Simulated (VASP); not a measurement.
## IrC under changes of volume

One of the cells (12.580 Å³/atom); the others are scaled copies at fixed shape and fractional positions:

```
Ir C
1.0
     0.00000    2.32573    2.32573
     2.32573    0.00000    2.32573
     2.32573    2.32573    0.00000
Ir C
1 1
Direct
  0.00000 0.00000 0.00000
  0.75000 0.75000 0.75000
```

The cell was built by a generator and needn't be a form met in nature.

```yaml
Program: VASP 6.6.1
Functional: PBE
Potentials_or_basis: VASP PAW PBE potentials, release 64 (Ir, C)
Cutoff: 520 eV
k_mesh: 10 × 10 × 10
Occupations: fermi-dirac, width 0.05 eV
Spin: no spin polarisation
```

```tsv
volume (Å³/atom)	energy over the lowest point (meV/atom)	pressure (GPa)
11.593	?	?
11.840	24.22	14.8
12.087	6.67	8.0
12.580	0.00	-3.4
12.827	8.93	-8.2
13.073	24.90	-12.5
```

Q: What does the run at 11.593 Å³/atom give?

A: Energy over the lowest point 52.73 meV/atom; pressure 22.3 GPa.

Worked out: A Birch-Murnaghan fit of order 3 (a polynomial in V^(-2/3)) to the other rows has its minimum at 12.42 Å³/atom with B0 = V·E''(V) = 276 GPa and B' = 4.4. It gives 52.71 meV/atom at 11.593 Å³/atom, against the run's 52.73, and -dE/dV = 22.3 GPa, against 22.3.

Energies are extrapolated to zero smearing.
